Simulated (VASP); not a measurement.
Output of a VASP run:

**OSZICAR**
```
       N       E                     dE             d eps       ncg     rms          rms(c)
DAV:   1     0.136048465131E+02    0.13605E+02   -0.48779E+03   888   0.894E+02
DAV:   2    -0.135829540885E+02   -0.27188E+02   -0.25514E+02   960   0.138E+02
DAV:   3    -0.138980343202E+02   -0.31508E+00   -0.31508E+00   920   0.174E+01
DAV:   4    -0.138985696764E+02   -0.53536E-03   -0.53536E-03  1032   0.656E-01
DAV:   5    -0.138985699111E+02   -0.23464E-06   -0.23464E-06   936   0.106E-02    0.667E+00
DAV:   6    -0.125511764448E+02    0.13474E+01   -0.87572E+00   752   0.207E+01    0.223E+00
DAV:   7    -0.125260280310E+02    0.25148E-01   -0.40794E-02   776   0.253E+00    0.128E+00
DAV:   8    -0.125126965893E+02    0.13331E-01   -0.20398E-02   784   0.219E+00    0.146E-01
DAV:   9    -0.125126018899E+02    0.94699E-04   -0.31138E-04  1064   0.161E-01    0.747E-02
DAV:  10    -0.125126411550E+02   -0.39265E-04   -0.58512E-05   768   0.854E-02    0.383E-03
DAV:  11    -0.125126410747E+02    0.80376E-07   -0.16931E-06   784   0.973E-03
   1 F= -.12512641E+02 E0= -.12512641E+02  d E =-.125126E+02
```

**OUTCAR**
```
------------------------ aborting loop because EDIFF is reached ----------------------------------------
  FORCE on cell =-STRESS in cart. coord.  units (eV):
  Direction    XX          YY          ZZ          XY          YZ          ZX
  --------------------------------------------------------------------------------------
  Total       -0.0055456     -0.0055456     -0.0055456     -0.0000000     -0.0000000     -0.0000000
  in kB       -0.4762879     -0.4762879     -0.4762879     -0.0000000     -0.0000000     -0.0000000
  external PRESSURE =      -0.4762879 kB  Pullay stress =       0.0000000 kB
  volume of cell :       18.65
      direct lattice vectors                 reciprocal lattice vectors
     0.000000000  2.105000000  2.105000000    -0.237529691  0.237529691  0.237529691
     2.105000000  0.000000000  2.105000000     0.237529691 -0.237529691  0.237529691
     2.105000000  2.105000000  0.000000000     0.237529691  0.237529691 -0.237529691
  FREE ENERGIE OF THE ION-ELECTRON SYSTEM (eV)
  ---------------------------------------------------
  free  energy   TOTEN  =       -12.5126410747 eV

  energy  without entropy=      -12.5126410747  energy(sigma->0) =      -12.51264107

 reached required accuracy - stopping structural energy minimisation
```
(Selected blocks of OUTCAR.)

File POSCAR:
```
MgO
1
    0.0000000000     2.1050000000     2.1050000000
    2.1050000000     0.0000000000     2.1050000000
    2.1050000000     2.1050000000     0.0000000000
Mg O
1 1
Direct
  0.0000000000   0.0000000000   0.0000000000
  0.5000000000   0.5000000000   0.5000000000
```

Q: Write an INCAR and KPOINTS that could have produced this output.

A: Several could match; the one computed here: the input of the run itself, PBEsol GGA, plane waves, VASP's PBE PAW potentials (set 64).

### INCAR
```
ISIF=3   # ions, shape and volume
EDIFF=1E-6   # SCF stop (eV)
NSW=60   # most ionic steps
IBRION=2   # conjugate gradients
ENCUT=530
LWAVE=.FALSE.
LASPH=.TRUE.   # aspherical one-centre terms
LREAL=.FALSE.
SYSTEM=MgO
EDIFFG=-0.01   # ionic stop
NELM=100
ISMEAR=0   # Gaussian
GGA=PS   # PBEsol
LCHARG=.FALSE.
SIGMA=0.05   # width (eV)
ALGO=Normal
PREC=Accurate
```

KPOINTS:
```
Automatic mesh
0
Gamma
10 10 10
0 0 0
```

POTCAR, in this order: Mg O (PBE.64 set). Program: vasp_std.

The compound is MgO in the rock salt structure. The cell was not relaxed at this level.
